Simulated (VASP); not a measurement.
Input for VASP

**POSCAR**
```
CeMg
1
    3.0288340224     0.0000000000     0.0000000000
   -1.5144170112     2.6230474633     0.0000000000
    0.0000000000    -0.0000000000     5.9130237333
Ce Mg
1 1
Direct
  0.0000000000   0.0000000000   0.5000000000
  0.6666670000   0.3333330000   0.0000000000
```

**INCAR**
```
SYSTEM = CeMg
PREC = Accurate
ENCUT = 400
EDIFF = 1E-6
NELM = 100
ALGO = Normal
LREAL = .FALSE.
LASPH = .TRUE.
ISMEAR = 1
SIGMA = 0.1
GGA = PS
LMAXMIX = 6
LWAVE = .FALSE.
LCHARG = .FALSE.
IBRION = 2
ISIF = 3
NSW = 60
EDIFFG = -0.01
```

File KPOINTS:
```
Automatic
0
Gamma
12 12 6
0 0 0
```

POTCAR, in this order: Ce Mg (PBE.64 set). Program: vasp_std.

**Question.** Translate this PBEsol calculation to Ansatz.

**Answer.** One equivalent input (not run):
Ansatz 0.2 input:
```yaml
crystal:
  lattice:
    - [3.0288340, 0.0000000, 0.0000000]
    - [-1.5144170, 2.6230475, 0.0000000]
    - [0.0000000, 0.0000000, 5.9130237]
  atoms:
    - { symbol: Ce, position: [0.0000000, 0.0000000, 0.5000000] }
    - { symbol: Mg, position: [0.6666670, 0.3333330, 0.0000000] }
kpoints:
  mp_grid: { grid: [12, 12, 6] }
hamiltonian:
  xc: pbesol
  pseudopotentials: { kind: paw }
scf:
  occupations: { method: methfessel_paxton, width: 0.1 }
  max_iter: 100
relax:
  max_steps: 60
  f_tol: 0.01
  cell: {}
output: { forces: true, stress: true, eigenvalues: true }
```
The two are equivalent in intent, not identical: each code has its own PAW files, so the cut-off isn't converted (ENCUT is set for VASP's; basis.ecutwfc is left out, and Ansatz then takes the one that its files recommend); Ansatz stops its SCF on the density residual and VASP on the energy change (EDIFF).

The structure comes from a computed database's CeMg entry (P-6m2); how it stands against other phases isn't given here. This run relaxes it. Symmetry was kept, so distortions that lower it aren't found. The start is the result of an earlier pass.
